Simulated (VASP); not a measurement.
The system is AgPbF4.

```
Ag Pb F
1.0
     3.49767    0.00000    0.00000
    -1.74884    3.02907    0.00000
     0.00000    0.00000    7.55497
Ag Pb F
1 1 4
Direct
  0.00000 0.00000 0.50000
  0.00000 0.00000 0.00000
  0.33333 0.66667 0.25000
  0.33333 0.66667 0.75000
  0.66667 0.33333 0.25000
  0.66667 0.33333 0.75000
```

The cell was built by a generator and needn't be a form met in nature.

```yaml
Program: VASP 6.6.1
Task: relaxation of cell and atoms
Functional: PBE
Potentials_or_basis: VASP PAW PBE potentials, release 64 (Ag, Pb_d, F)
Cutoff: 600 eV
k_mesh: 6 × 6 × 2
Occupations: gaussian, width 0.1 eV
Spin: no spin polarisation
```

At the start: pressure 14.1 GPa; volume 13.34 Å³/atom.

Where does the relaxation end?

Over 7 steps the energy falls by 548.5 meV/atom and the volume is 13.88 Å³/atom (+4.0 %); space group P6/mmm (No. 191, to 0.05 Å).

The path:
```
step  energy change (eV)  largest force (eV/Å)  pressure (GPa)  volume (Å³)
   1              0.0000                0.7166           14.12        80.04
   2             -2.6219                0.4389           -2.50        93.29
   3             -2.7920                0.3086           -7.74        99.92
   4             -2.8146                0.3524           -5.93        97.53
   5             -3.1721                0.1078           -3.23        90.22
   6             -3.2774                0.0092           -1.23        85.54
   7             -3.2911                0.0035           -0.18        83.27
```

Final structure:
```
CELL_PARAMETERS angstrom
4.02283 0.00000 0.00000
-2.01142 3.48387 0.00000
0.00000 0.00000 5.94143
ATOMIC_POSITIONS crystal
Ag 0.00000 0.00000 0.50000
Pb 0.00000 0.00000 0.00000
F 0.33333 0.66667 0.23725
F 0.33333 0.66667 0.76275
F 0.66667 0.33333 0.23725
F 0.66667 0.33333 0.76275
```

Caveat: the k mesh is coarse (spacing up to 0.42 Å⁻¹), so the values aren't converged; an odd number of electrons without spin polarisation forces a metal; a magnetic or distorted state may lie lower.
